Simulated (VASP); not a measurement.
Energy against volume of CsBr (CsCl type). These are PBE0 hybrid, VASP's PBE PAW potentials (set 64) (plane waves; VASP) values and carry that method's errors. Run with 520 eV cut-off, 4×4×4 Γ-centred mesh, Gaussian smearing of 0.050 eV, potentials Cs_sv Br.

| V (Å³/atom) | E (eV/atom) |
|---|---|
| 38.516 | -3.74407 |
| 39.786 | -3.75040 |
| 41.056 | -3.75269 |
| 42.326 | -3.75164 |

**Question.** Fit these four points and predict the energy of the run at 43.595 Å³/atom.

**Answer.** A cubic in V^(−2/3), the third-order Birch-Murnaghan form, passes through the four points with V0 = 41.26 Å³/atom and B0 = 13 GPa, and gives -3.7478 eV/atom there. The run gave -3.7478 eV/atom, +0.0 meV/atom from the fit; all five points give B0 = 13 GPa.

The compound is CsBr in the CsCl type structure. It was relaxed first. The cell's shape comes from a PBE relaxation.
